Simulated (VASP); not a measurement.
Input:

```yaml
crystal:
  lattice:
    - [0.00000, 3.14423, 3.14423]
    - [3.14423, 0.00000, 3.14423]
    - [3.14423, 3.14423, 0.00000]
  atoms:
    - { symbol: Ba, position: [0.00000, 0.00000, 0.00000] }
    - { symbol: F, position: [0.25000, 0.25000, 0.25000] }
    - { symbol: F, position: [0.75000, 0.75000, 0.75000] }
```

All values below come from PBE GGA, VASP's PBE PAW potentials (set 64) (plane waves; VASP 6.6.1). Numerical set-up: 530 eV cut-off, 6×6×6 Γ-centred mesh, Gaussian smearing of 0.050 eV, potentials Ba_sv F.

Task: What does the run give for the energy per atom (σ→0)?

Result: 
The energy per atom (σ→0) comes out as -5710 meV/atom.

The compound is BaF2 in the fluorite structure. It was relaxed first. The start is the result of an earlier pass.
